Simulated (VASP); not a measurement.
All values below come from PBE GGA, VASP's PBE PAW potentials (set 64) (plane waves; VASP).

VASP input:

File POSCAR:
```
SiC
3.0967030
  0.0000000000   0.7071068178   0.7071068178
  0.7071068178   0.0000000000   0.7071068178
  0.7071068178   0.7071068178   0.0000000000
Si C
1 1
Cartesian
  0.0000000000   0.0000000000   0.0000000000
  0.3535534089   0.3535534089   0.3535534089
```

**KPOINTS**
```
Automatic mesh
0
Gamma
9 9 9
0 0 0
```

INCAR:
```
! general
SYSTEM = SiC
PREC   = Accurate
ENCUT  = 650   ! plane-wave cut-off (eV)
LREAL  = .FALSE.
LASPH  = .TRUE.   ! aspherical one-centre terms

! electronic loop
EDIFF  = 1E-7   ! SCF stop (eV)
NELM   = 100   ! most electronic steps
ALGO   = Normal

! smearing
ISMEAR = 0   ! Gaussian
SIGMA  = 0.05   ! width (eV)

! functional
GGA    = PE

! ions
IBRION = 6
NSW    = 1   ! most ionic steps
ISIF   = 3
POTIM  = 0.015   ! step
NFREE  = 2

! output
LWAVE  = .FALSE.
LCHARG = .FALSE.
```

POTCAR, in this order: Si C (PBE.64 set). Program: vasp_std.

Output of the run:

### OUTCAR
```


   1 f  =   23.231312 THz   145.966641 2PiTHz  774.913173 cm-1    96.076945 meV

   2 f  =   23.231312 THz   145.966641 2PiTHz  774.913173 cm-1    96.076945 meV

   3 f  =   23.231312 THz   145.966641 2PiTHz  774.913173 cm-1    96.076945 meV

   4 f/i=    0.000626 THz     0.003932 2PiTHz    0.020875 cm-1     0.002588 meV

   5 f/i=    0.000626 THz     0.003932 2PiTHz    0.020875 cm-1     0.002588 meV

   6 f/i=    0.000626 THz     0.003932 2PiTHz    0.020875 cm-1     0.002588 meV

 ELASTIC MODULI CONTR FROM IONIC RELAXATION (kBar)
 Direction    XX          YY          ZZ          XY          YZ          ZX
 --------------------------------------------------------------------------------
 XX          -0.0000     -0.0000     -0.0000     -0.0000     -0.0000     -0.0000
 YY          -0.0000     -0.0000     -0.0000     -0.0000     -0.0000     -0.0000
 ZZ          -0.0000     -0.0000     -0.0000     -0.0000     -0.0000     -0.0000
 XY          -0.0000     -0.0000     -0.0000   -235.2882     -0.0000     -0.0000
 YZ          -0.0000     -0.0000     -0.0000     -0.0000   -235.2882     -0.0000
 ZX          -0.0000     -0.0000     -0.0000     -0.0000     -0.0000   -235.2882
 --------------------------------------------------------------------------------

 TOTAL ELASTIC MODULI (kBar)
 Direction    XX          YY          ZZ          XY          YZ          ZX
 --------------------------------------------------------------------------------
 XX        3831.5134   1265.2710   1265.2710     -0.0000     -0.0000      0.0000
 YY        1265.2710   3831.5134   1265.2710     -0.0000     -0.0000      0.0000
 ZZ        1265.2710   1265.2710   3831.5134     -0.0000     -0.0000      0.0000
 XY          -0.0000     -0.0000     -0.0000   2405.5812     -0.0000     -0.0000
 YZ          -0.0000     -0.0000     -0.0000     -0.0000   2405.5812     -0.0000
 ZX           0.0000      0.0000      0.0000     -0.0000     -0.0000   2405.5812
 --------------------------------------------------------------------------------
```
(Selected blocks of OUTCAR.)

The compound is SiC in the zinc blende structure. It was relaxed first.
